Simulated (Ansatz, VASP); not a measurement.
**SbPd4: VASP beside Ansatz**

```
Sb Pd
1.0
    -2.95998    2.95998    2.95998
     2.95998   -2.95998    2.95998
     2.95998    2.95998   -2.95998
Sb Pd
1 4
Direct
  0.00000 0.00000 0.00000
  0.50000 0.50000 0.50000
  0.50000 0.00000 0.00000
  0.00000 0.00000 0.50000
  0.00000 0.50000 0.00000
```

Change from the starting cell: species swapped into the Hg4Pt type (Im-3m, No. 229).

Alike in both runs: functional PBE; k mesh 4 × 4 × 4; occupations gaussian, width 0.1 eV; no spin polarisation.

Ansatz relaxed the structure, and its values are those at the end. VASP's run is a single point on that final structure, the one shown.

|  | VASP | Ansatz |
| --- | --- | --- |
| version | VASP 6.6.1 | Ansatz 0.2.0 |
| potentials or method | VASP PAW PBE potentials, release 64 (Sb, Pd) | scalar-relativistic, plane waves, PAW |
| plane-wave cutoff (eV) | 520 | 420 |
| valence electrons in the cell | 45 | 87 |

```tsv
	VASP	Ansatz	Ansatz less VASP
gap on the k mesh at the Fermi level (eV)	none	none	-
pressure (GPa)	0.2	0.4	+0.20
```

A gap of «none» marks a metal or a gap that the smearing closes. The two sets of potentials don't hold the same shells in valence.

Caveats: the k mesh is coarse (spacing up to 0.38 Å⁻¹), so the values aren't converged. The runs have no spin-orbit coupling, so splittings on Sb are missing.
